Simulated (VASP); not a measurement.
Given:

```
Ge2Sb2Te5
1.0
    4.20177     0.00000     0.00000
   -2.10089     3.63884     0.00000
    0.00000     0.00000    17.06243
Te Sb Ge
5 2 2
Direct
  0.00000   0.00000   0.00000
  0.33333   0.66667   0.21979
  0.66667   0.33333   0.78021
  0.66667   0.33333   0.42149
  0.33333   0.66667   0.57851
  0.66667   0.33333   0.11713
  0.33333   0.66667   0.88287
  0.00000   0.00000   0.33861
  0.00000   0.00000   0.66139
```

Level of theory: PBEsol GGA, VASP's PBE PAW potentials (set 64) (plane waves; VASP). Numerical set-up: 400 eV cut-off, Gaussian smearing of 0.050 eV, potentials Te Sb Ge_d.

Unless said otherwise, spin-orbit coupling is left out, though it shifts the bands of the heavy elements here.

Task: Estimate the band gap (along the path) with the smallest direct gap where there is one.

Result: 
```json
{
 "band gap (along the path)": "none (metal, semimetal or under 0.01 eV)"
}
```

The structure was generated: Ge2Sb2Te5 was put into the Ge2Sb2Te5-Petrov type (P-3m1), which need not be its known phase. It was relaxed first.
